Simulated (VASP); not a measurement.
These are vdW-DF2, VASP's PBE PAW potentials (set 64) (plane waves; VASP 6.6.1) values and carry that method's errors.

VASP input:

KPOINTS:
```
kpoints
0
gamma
 15 15 15
0 0 0
```

File POSCAR:
```
Ta
3.4468720
 -0.4999999498   0.4999999498   0.4999999498
  0.4999999498  -0.4999999498   0.4999999498
  0.4999999498   0.4999999498  -0.4999999498
Ta
1
direct
  0.0000000000   0.0000000000   0.0000000000
```

INCAR:
```
AGGAC=0.0
ALGO=Normal
EDIFF=1E-7
ENCUT=520
GGA=ML
ISIF=2
ISMEAR=1
LASPH=.TRUE.
LCHARG=.FALSE.
LMAXMIX=6
LREAL=.FALSE.
LUSE_VDW=.TRUE.
LWAVE=.FALSE.
NELM=100
PREC=Accurate
SIGMA=0.1
SYSTEM=Ta
ZAB_VDW=-1.8867
```

POTCAR, in this order: Ta_pv (PBE.64 set). Program: vasp_std.

The run wrote:

### OSZICAR
```
       N       E                     dE             d eps       ncg     rms          rms(c)
DAV:   1     0.494897986334E+02    0.49490E+02   -0.65018E+03  2160   0.113E+03
DAV:   2    -0.752953880749E+01   -0.57019E+02   -0.56142E+02  2732   0.241E+02
DAV:   3    -0.835042945767E+01   -0.82089E+00   -0.78338E+00  2522   0.279E+01
DAV:   4    -0.835617282753E+01   -0.57434E-02   -0.57325E-02  2443   0.205E+00
DAV:   5    -0.835621149043E+01   -0.38663E-04   -0.38649E-04  2520   0.144E-01    0.108E+01
DAV:   6    -0.800323324330E+01    0.35298E+00   -0.47452E-01  2240   0.844E+00    0.487E+00
DAV:   7    -0.791681539287E+01    0.86418E-01   -0.34601E-01  2267   0.689E+00    0.393E-01
DAV:   8    -0.791825794101E+01   -0.14425E-02   -0.64414E-03  2225   0.105E+00    0.993E-02
DAV:   9    -0.791835260402E+01   -0.94663E-04   -0.29683E-04  2276   0.231E-01    0.391E-02
DAV:  10    -0.791834224766E+01    0.10356E-04   -0.57948E-05  2310   0.106E-01    0.424E-03
DAV:  11    -0.791834233354E+01   -0.85878E-07   -0.90315E-07  2375   0.142E-02
   1 F= -.79183423E+01 E0= -.79180222E+01  d E =-.960398E-03
```

### OUTCAR
```
------------------------ aborting loop because EDIFF is reached ----------------------------------------
  FORCE on cell =-STRESS in cart. coord.  units (eV):
  Direction    XX          YY          ZZ          XY          YZ          ZX
  --------------------------------------------------------------------------------------
  Total       -1.1923593     -1.1923593     -1.1923593      0.0000000     -0.0000000      0.0000000
  in kB      -93.2980143    -93.2980143    -93.2980143      0.0000000     -0.0000000      0.0000000
  external PRESSURE =     -93.2980143 kB  Pullay stress =       0.0000000 kB
  volume of cell :       20.48
      direct lattice vectors                 reciprocal lattice vectors
    -1.723435827  1.723435827  1.723435827     0.000000000  0.290118142  0.290118142
     1.723435827 -1.723435827  1.723435827     0.290118142  0.000000000  0.290118142
     1.723435827  1.723435827 -1.723435827     0.290118142  0.290118142  0.000000000
 POSITION                                       TOTAL-FORCE (eV/Angst)
 -----------------------------------------------------------------------------------
      0.00000      0.00000      0.00000         0.000000     -0.000000      0.000000
 -----------------------------------------------------------------------------------
    total drift:                               -0.000000      0.000000      0.000000
  FREE ENERGIE OF THE ION-ELECTRON SYSTEM (eV)
  ---------------------------------------------------
  free  energy   TOTEN  =        -7.9183423335 eV

  energy  without entropy=       -7.9173819357  energy(sigma->0) =       -7.91802220
```
(Selected blocks of OUTCAR.)

The compound is Ta in the bcc structure. This cell is one point of a volume scan, at 1.06 of the reference volume.
